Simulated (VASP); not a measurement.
# Al3Si2F (Pmm2) in VASP: further runs, part 2 of 2

VASP 6.6.1. The steps go on from the part before.

## 4. Single point, r2SCAN

This run uses another cell than the first one, of 16.00 Å³/atom, 1.026 times its volume.

INCAR

```
SYSTEM = Al3Si2F
PREC = Accurate
ENCUT = 520
EDIFF = 1E-6
ISMEAR = 0
SIGMA = 0.1
LREAL = .False.
LASPH = .True.
NELM = 150
ALGO = Normal
ISIF = 2
LWAVE = .False.
LCHARG = .False.
METAGGA = R2SCAN
LMIXTAU = .True.
KPAR = 4
```

KPOINTS

```
regular mesh
0
Gamma
  10 8 4
  0 0 0
```

POSCAR

```
Al3Si2F                                 
1.0
    2.8200633413      0.0000000000      0.0000000000
    0.0000000000      4.4146390590      0.0000000000
    0.0000000000      0.0000000000      7.7133821946
  Al              Si              F             
     3     2     1
Direct
     0.5000000000000000    0.5000000000000000    0.9240143357819129
     0.5000000000000000    0.5000000000000000    0.2715085989022372
     0.5000000000000000    0.0000000000000000    0.5590288576119419
     0.0000000000000000    0.0000000000000000    0.8647989017797644
     0.0000000000000000    0.5000000000000000    0.5705996475433760
     0.5000000000000000    0.0000000000000000    0.3101872483807618
```

Potentials or basis: VASP PAW PBE potentials, release 64 (Al, Si, F).

Started as:

```console
$ cat potpaw_PBE.64/Al/POTCAR potpaw_PBE.64/Si/POTCAR potpaw_PBE.64/F/POTCAR > POTCAR
$ mpirun -np 4 vasp_std > vasp.out
```

OUTCAR:

```text
SYSTEM = Al3Si2F
   PREC = Accurate
   ENCUT = 520
   EDIFF = 1E-6
   ISMEAR = 0
   LREAL = .False.
   LASPH = .True.
   NELM = 150
   ISIF = 2
   METAGGA = R2SCAN

 ion  position               nearest neighbor table
   1  0.500  0.500  0.924-   4 2.66   4 2.66   4 2.66   4 2.66   2 2.68   5 3.07   5 3.07
   2  0.500  0.500  0.272-   6 2.23   6 2.23   1 2.68   5 2.70   5 2.70   3 3.13   3 3.13
   3  0.500  0.000  0.559-   6 1.92   5 2.62   5 2.62   5 2.62   5 2.62   4 2.75   4 2.75   2 3.13
                             2 3.13
   4  0.000  0.000  0.865-   1 2.66   1 2.66   1 2.66   1 2.66   3 2.75   3 2.75
   5  0.000  0.500  0.571-   3 2.62   3 2.62   3 2.62   3 2.62   2 2.70   2 2.70   1 3.07   1 3.07

   6  0.500  0.000  0.310-   3 1.92   2 2.23   2 2.23

  LATTYP: Found a simple orthorhombic cell.
 ALAT       =     2.8200633413
 B/A-ratio  =     1.5654396816
 C/A-ratio  =     2.7351804768

  Lattice vectors:

 A1 = (   2.8200633413,   0.0000000000,   0.0000000000)
 A2 = (   0.0000000000,   4.4146390590,   0.0000000000)
 A3 = (   0.0000000000,   0.0000000000,   7.7133821946)

Analysis of symmetry for initial positions (statically):
=====================================================================
[... 192 lines left out ...]
      2      -5.6846      2.00000
      3      -3.4364      2.00000
      4      -1.3635      2.00000
      5      -0.8626      2.00000
      6       0.1755      2.00000
[... 433 lines left out ...]
      3      -0.9876      2.00000
      4      -0.8116      2.00000
      5      -0.0115      2.00000
      6       0.9626      2.00000
[... 8 lines left out ...]
     15       8.6458      0.00000
     16      10.4024      0.00000

 [... further k-points ...]

------------------------ aborting loop because EDIFF is reached ----------------------------------------

  FORCE on cell =-STRESS in cart. coord.  units (eV):
  Direction    XX          YY          ZZ          XY          YZ          ZX
  --------------------------------------------------------------------------------------
  -------------------------------------------------------------------------------------
  Total       -1.6978380     -1.5381828     -1.3236003      0.0000000      0.0000000      0.0000000
  in kB      -28.3274778    -25.6637199    -22.0835317      0.0000000      0.0000000      0.0000000
  external PRESSURE =     -25.3582432 kB  Pullay stress =       0.0000000 kB

 VOLUME and BASIS-vectors are now :
 -----------------------------------------------------------------------------
  energy-cutoff  :      520.00
  volume of cell :       96.03
      direct lattice vectors                 reciprocal lattice vectors
     2.820063341  0.000000000  0.000000000     0.354601964  0.000000000  0.000000000
     0.000000000  4.414639059  0.000000000     0.000000000  0.226519085  0.000000000
     0.000000000  0.000000000  7.713382195     0.000000000  0.000000000  0.129644814

 POSITION                                       TOTAL-FORCE (eV/Angst)
 -----------------------------------------------------------------------------------
      1.41003      2.20732      7.12728         0.000000      0.000000      0.041325
      1.41003      2.20732      2.09425         0.000000      0.000000      0.089893
      1.41003      0.00000      4.31200         0.000000      0.000000     -0.173786
      0.00000      0.00000      6.67052         0.000000      0.000000     -0.019424
      0.00000      2.20732      4.40125         0.000000      0.000000     -0.201322
      1.41003      0.00000      2.39259         0.000000      0.000000      0.263314
 -----------------------------------------------------------------------------------
    total drift:                                0.000000     -0.000000     -0.008764

  FREE ENERGIE OF THE ION-ELECTRON SYSTEM (eV)
  ---------------------------------------------------
  free  energy   TOTEN  =       -42.9614088100 eV

  energy  without entropy=      -42.9539269624  energy(sigma->0) =      -42.95766789
```

OSZICAR:

```text
N       E                     dE             d eps       ncg     rms          rms(c)
DAV:   1     0.626076430361E+02    0.62608E+02   -0.10704E+04  2880   0.131E+03
DAV:   2    -0.416563318087E+02   -0.10426E+03   -0.10295E+03  3784   0.211E+02
DAV:   3    -0.478943386976E+02   -0.62380E+01   -0.61904E+01  3888   0.572E+01
[... 12 lines left out ...]
DAV:  16    -0.429613604386E+02   -0.36092E-04   -0.20818E-04  3168   0.160E-01    0.565E-03
DAV:  17    -0.429613688072E+02   -0.83686E-05   -0.98865E-05  3000   0.118E-01    0.842E-03
DAV:  18    -0.429614025034E+02   -0.33696E-04   -0.16430E-05  3312   0.399E-02    0.238E-03
DAV:  19    -0.429614080593E+02   -0.55559E-05   -0.70148E-06  3352   0.245E-02    0.276E-03
DAV:  20    -0.429614088100E+02   -0.75072E-06   -0.52894E-07  1984   0.813E-03
   1 F= -.42961409E+02 E0= -.42957668E+02  d E =-.748185E-02
```

It took 68 s on 4 MPI ranks of Intel Xeon 6975P-C (Granite Rapids), shared host; peak memory 0.31 GiB.

Results:

| Property | Result |
| --- | --- |
| Free energy | -42.9614 eV |
| Pressure | -2.5 GPa |
| Largest force | 0.263 eV/Å |
| Band gap on the k mesh | none (metal or under the smearing width) |

Forces on the atoms (eV/Å):
```
Al   0.000  0.000  0.041
Al   0.000  0.000  0.090
Al   0.000  0.000 -0.174
Si   0.000  0.000 -0.019
Si   0.000  0.000 -0.201
F    0.000  0.000  0.263
```

Stress tensor (GPa, compression positive):
```
-2.83  0.00  0.00
 0.00 -2.57  0.00
 0.00  0.00 -2.21
```

Caveat: the PAW data sets were made with another functional, which shifts forces and pressure a little.
